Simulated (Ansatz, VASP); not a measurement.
## Al: VASP beside Ansatz

One calculation is typed for both programs; each brings its own data sets. How far apart do they land? The cell is taken from a series of runs on this material, whose earlier steps may have relaxed, scaled, displaced or heated it; both programs get it as it stands.

Program: Ansatz 0.2.0. Level of theory: plane waves, with VASP 6.6.1 beside it; LDA. Results are calculated unless marked as measured.

## Step 1: Set-up

The cell holds 5 atoms: 5 Al. Cell: a = 2.766 Å, b = 2.766 Å, c = 42.460 Å, α = 90.0°, β = 90.0°, γ = 120.0°. Vacuum lies along c.

## Step 2: Ansatz: zone-centre phonons, LDA

Ansatz runs on its default PAW (the set named soft_2) files.

Second derivatives magnify differences that forces hide, and they need a tight electronic threshold.

input.yaml reads:

```yaml
crystal:
  lattice:
    - [2.7659423349, 2.795e-06, 0.0]
    - [-1.382973588, 2.3953749299, 0.0]
    - [0.0, 0.0, 42.460003127]
  atoms:
    - { symbol: Al, position: [0.0, 0.0, 0.1523886527] }
    - { symbol: Al, position: [0.3333333333, 0.6666666667, 0.2077724959] }
    - { symbol: Al, position: [0.6666666667, 0.3333333333, 0.262953113] }
    - { symbol: Al, position: [0.0, 0.0, 0.3181337301] }
    - { symbol: Al, position: [0.3333333333, 0.6666666667, 0.3735175733] }
  periodic: [true, true, false]
kpoints:
  mp_grid: { grid: [12, 12, 1] }
hamiltonian:
  xc: lda
scf:
  occupations: { method: methfessel_paxton, width: 0.15 }
output:
  eigenvalues: true
phonons:
  method: dfpt
  qmesh: [3, 3, 1]
  temperatures: { t_max: 1000, t_step: 50 }
  qpath:
    path:
      - [0.0, 0.0, 0.0]
      - [0.5, 0.0, 0.0]
      - [0.33333333, 0.33333333, 0.0]
      - [0.0, 0.0, 0.0]
    npoints: 10
```

The run is started by

```sh
> ansatz run input.yaml --threads 8 --pin off --max-ram 14336MiB --backend cpu --events-out ev --progress --plain --runs-dir out
```

Numbers of over 12 decimals in the logs are rounded to 6 here.

Log:

```text
Warning: crystal.symmetry: narrowed to the stabiliser of the run's FFT grids — unitary ops 12 → 6. A phonons.method: dfpt run fills in the rows of the dynamical matrix that it does not solve by its symmetry operations, which is exact only for operations that map its FFT grids onto themselves: filled in by any other, the frequencies could depend on the order in which like atoms are typed, or, by more than the grids' own error, on where the crystal sits among the grids' points. Excluded: 6 operations. The run can therefore solve more perturbations, solve them on more k-points, or both, and cost more. [rest of the remark cut]
Engine: ansatz 0.2.0, x86_64-unknown-linux-gnu
Pseudopotentials: kind: paw
Pseudopotential: Al, paw, valence charge 3, recommended cutoff 420 eV (normal), Al.paw.azcp
Functional definition: SPW92
  exchange = slater_x
  correlation = pw_c
Crystal: 5 atoms, lattice volume = 281.318 Å³
Basis set: ecut = 420 eV, 5493 PW (Γ), exchange–correlation on 40×40×576 points (8 copies of the dense FFT grid, shifted against one another)
Bands: 13, of which v1, the nominal top of the filled ones, is band 8 counted from 1 (7 counted from 0)
Symmetry: 12 space group operations
k-points: 19 of 144 (irreducible under 6 space group operations, time reversal used)
Non-local potential: Al, projectors of the file, l = 0: 2, l = 1: 2, l = 2: 1
PAW form: soft (Blöchl's): semilocal exchange-correlation on the pseudo side does not see the compensation charge
PAW frozen core: Al, regenerated for the run's functional, and the local potential with it (the file was generated under x = pbe(κ = 0.804, μ = 0.219515), c = pbe(β = 0.066725))
PAW one-centre angular grid: Al, 110 points (default); XC on 64 Gauss nodes
Initial density: superposition of atomic densities (neutral atoms: chi_scale 0, normalization atom), corrected by the library's trained network
Initial wavefunctions: pseudopotential atomic-orbital guess
Functional: x = slater, c = lda
SCF iter   1: F=—  HF=-2563.620709 eV  |F-HF|=—  |Δ(HF+E_count)|=         —  Δρ=2.47e-3  dr2=2.36e-1  ethr=1.77e-3  ⟨swp⟩=11.8  Hψ=2657  notcnv=0
preconditioner: auto → LDOS  [metal: Δε(μ)=0.093 eV  Ē_g=7.025 eV  σ=0.150 eV  W_gap=0.49  n_scr=22 (ndim 8)  ℏωp=8.6 eV  f_vac=0.652  D(μ)=1.99/eV (n_scr^D=14)  β→1.0]
SCF iter   2: F=—  HF=-2563.607363 eV  |F-HF|=—  |Δ(HF+E_count)|=   1.33e-2  S|Δr|=    0.00e0  Δρ=8.57e-4  dr2=2.95e-2  ethr=1.57e-3  ⟨swp⟩=1.4  Hψ=421  notcnv=0  defer=7
SCF iter   3: F=—  HF=-2563.605632 eV  |F-HF|=—  |Δ(HF+E_count)|=   1.73e-3  S|Δr|=    0.00e0  Δρ=3.28e-4  dr2=3.50e-3  ethr=1.96e-4  ⟨swp⟩=2.5  Hψ=363  notcnv=0  defer=7
SCF iter   4: F=—  HF=-2563.605367 eV  |F-HF|=—  |Δ(HF+E_count)|=   2.65e-4  S|Δr|=    0.00e0  Δρ=6.78e-5  dr2=1.36e-4  ethr=2.33e-5  ⟨swp⟩=2.3  Hψ=365  notcnv=0  defer=7
SCF iter   5: F=—  HF=-2563.605375 eV  |F-HF|=—  |Δ(HF+E_count)|=   8.08e-6  S|Δr|=    0.00e0  Δρ=2.15e-5  dr2=4.12e-6  ethr=9.08e-7  ⟨swp⟩=2.8  Hψ=404  notcnv=0  defer=7
SCF iter   6: F=—  HF=-2563.605379 eV  |F-HF|=—  |Δ(HF+E_count)|=   3.80e-6  S|Δr|=    0.00e0  Δρ=4.49e-6  dr2=1.81e-7  ethr=2.75e-8  ⟨swp⟩=3.2  Hψ=511  notcnv=0  defer=7
SCF iter   7: F=—  HF=-2563.605400 eV  |F-HF|=—  |Δ(HF+E_count)|=   2.12e-5  S|Δr|=    0.00e0  Δρ=1.00e-6  dr2=5.50e-9  ethr=1.20e-9  ⟨swp⟩=2.7  Hψ=449  notcnv=0  defer=7
SCF iter   8: F=—  HF=-2563.605400 eV  |F-HF|=—  |Δ(HF+E_count)|=   1.96e-8  S|Δr|=    0.00e0  Δρ=1.09e-7  dr2=5.32e-11  ethr=3.67e-11  ⟨swp⟩=3.3  Hψ=510  notcnv=0  defer=7
SCF iter   9: F=-2563.605400 eV  HF=-2563.605400 eV  |F-HF|=3.09e-11  |Δ(HF+E_count)|=   1.57e-9  S|Δr|=    0.00e0  Δρ=1.39e-8  dr2=8.67e-13  ethr=1.00e-12  ⟨swp⟩=17.6  Hψ=2313  notcnv=0
SCF 1 converged in 9 iterations: F = -2563.605400 eV  dr2 = 8.67e-13
  greatest PAW one-centre occupation: 0.471 electrons in one spin orbital (limit 2), on the Al atom at site 4 (counted from 0), in its partial waves of l = 0
phonons: the bands overlap, so this run is a metal and interpolates without the dipole-dipole term. If the crystal is really an insulator or semiconductor, its LO-TO splitting is missing
NSCF: frozen V_eff on 19 k-points
NSCF: frozen V_eff on 74 k-points
DFPT response loops at q = (0, 0, 0) (fractional): preconditioner auto → none (partly filled bands, converged f_vac=0.653); β = 0.50; Broyden in place of MSR1
NSCF: frozen V_eff on 288 k-points
DFPT response loops at q = (0, 0.333333, 0) (fractional): mixed as the last ones told, above
NSCF: frozen V_eff on 288 k-points
DFPT response loops at q = (0.333333, 0.333333, 0) (fractional): mixed as the last ones told, above
SCF converged after 9 iterations
Stability not checked: this state was not tested for a lower state beside it, because cold or Methfessel-Paxton smearing, or corrected tetrahedra, fill the levels in a way that the test cannot read (fill_not_monotonic; see scf.lower_state_search)
Free energy (F): -2563.605400 eV
Harris-Foulkes:  -2563.605400 eV  (|F-HF|=3.09e-11)
Internal energy: -2563.603589 eV  (E = F + TS)
E sigma→0 (E₀):  -2563.604947 eV
Entropy (-TS):   -0.001812 eV (-0.362 meV/atom)
Fermi energy:    -4.145961 eV
--- Per-component energies (eV) ---
  E_band       = -128.818471
  E_kinetic    = 115.097476
  E_local      = -20600.449682  (includes V_loc(G=0)·N_el)
  E_nonlocal   = 55.767731
  E_hartree    = 10233.546198
  E_xc         = -196.431843
  E_vxc        = -146.083011  (∫ρ·V_xc dr)
  E_paw        = -2216.612634  (= ΣΔE_a)
  E_vpaw       = -20.243369  (= ΣTr[D̂ρ^β])
  E_aug_tail   = -0.000019  (compensation charges beyond the density's cutoff)
  E_ewald      = 10045.200602
  E_core_change = 0.278583  (= ΣΔE_core)
  E_smearing   = -0.001812  (= −TS)
  E_closure    = 0.000000  (closes the sum)
  Σ components = -2563.605400   (vs F -2563.605400, Δ=0.00e0)
--- Band table (eV; the first three rows and the last of 19) ---
  k-point 0: bands = [... 4 lower, -10.3198, -8.1770, -5.8093, -3.4357, -1.4587 (-1.4588°), -0.3519 (-0.3623°), 0.2442, 0.7210, ... 1 higher]
  k-point 1: bands = [... 4 lower, -10.1447, -8.0102, -5.6429, -3.2714, -1.2920 (-1.2920°), -0.1777 (-0.1876°), 0.4194, 0.8970, ... 1 higher]
  k-point 2: bands = [... 4 lower, -9.6224, -7.5104, -5.1479, -2.7902, -0.8157 (-0.8158°), 0.3255 (0.3176°), 0.9137, 1.3729, ... 1 higher]
  k-point 18: bands = [... 4 lower, -6.5125, -6.5125, -5.7494, -5.7494, -5.2513, -4.5477, -3.3361, -3.3361, ... 1 higher]
  ° read free of the cell's end (the report's vacuum.weakly_bound_levels)
--- Phonons (Γ-DFPT): 10 representative perturbations + reference (Σ response iterations 35) ---
  ASR residual: 1.800e-5 → 0.000e0 eV/Å²; symmetrization residual: 6.330e-6 eV/Å²
  The last average, over the group as it would stand without the narrowing to the FFT grids, took up to 1.398e-6 eV/Å² of the zone centre's force constants
  ASR residual per site (eV/Å²): 7.40e-6 3.08e-6 9.27e-6 2.18e-6 1.80e-5
  Γ frequencies (cm⁻¹): 0.00 0.00 0.00 43.29 43.29 86.27 86.27 115.09 115.09 116.14 133.02 133.02 184.98 266.06 299.89
--- Phonons (arbitrary-q DFPT): 3 irreducible q on the 3×3×1 mesh ---
  q = [0.0000, 0.0000, 0.0000] (star 1, of the zone-centre solve; hermiticity 1.23e-6, symmetrization 6.17e-7, taken by the last average 2.72e-7): -0.00 -0.00 0.00 43.29 43.29 86.27 86.27 115.09 115.09 116.14 133.02 133.02 184.98 266.06 299.89
  q = [0.0000, 0.3333, 0.0000] (star 6, 15 solved perturbations in 1830 linear systems a pass and spin channel, the states on 144 of 144 k-point pairs; hermiticity 1.16e-7, symmetrization 3.08e-7, taken by the last average 5.97e-7): 116.69 129.74 146.46 149.13 161.43 164.09 179.11 193.14 207.78 247.19 276.14 283.08 291.56 302.66 318.57
  q = [0.3333, 0.3333, 0.0000] (star 2, 10 solved perturbations in 875 linear systems a pass and spin channel, the states on 144 of 144 k-point pairs; hermiticity 1.24e-7, symmetrization 9.49e-8, taken by the last average 6.44e-7): 157.62 157.62 184.97 191.67 191.67 260.88 268.52 280.45 280.45 290.14 290.14 291.67 306.66 313.05 313.05
  sum rule: each row above includes the acoustic sum rule's correction from the zone centre's row sums; it moved no ω² by more than (0.43 cm⁻¹)²
  mesh force constants: q→R imaginary residual 1.99e-16; ASR residual 1.800e-5 → 0.000e0 eV/Å²; symmetrization residual 5.329e-15 eV/Å²
  interpolated dispersion: 31 rows × 15 modes
  density of states and harmonic sums: on the 27×27×1 q-mesh, interpolated from the force constants of a 3×3×1 supercell (no non-analytic term)
  largest difference from the sums on the solved wave vectors: F 5.46e-2 eV, S 8.22e-5 and C_V 2.77e-5 eV/K
  zero-point energy: 0.195881 eV/cell   skipped modes (ω ≤ 0): 4, of them read as no rigid motion or as one in doubt: 1 (8.230e-3 modes/cell left out, lowest -11.51 cm⁻¹)   left out of the sums: 8.23e-4 of the cell's modes: C_V's classical limit lies that fraction below 3 k_B per atom; for a crystal, a wire or a layer, F and S can be off by more, and a phonons.interpolated_qmesh denser along its periods is the remedy for the sampling
```

In the SCF lines HF is the Harris–Foulkes energy and dr2 the Hartree energy of the density residual, in eV; the loop may stop once dr2 is under the threshold and the program's other checks hold. Hψ counts applications of the Hamiltonian.

(Part 1 of 3 ends here.)

[Lines on the potential files, build, host, timing and source positions are cut from VASP's logs without a mark.]

[Logs are printed without paths, hosts, clocks, repeated set-up lines and the standing remarks that a program may print on its own settings, such as how far it seeks lower states.]

[Hosts, paths, dates, database ids (printed as entryN), source tags and the programs' standing remarks are cut or masked in the printed files.]
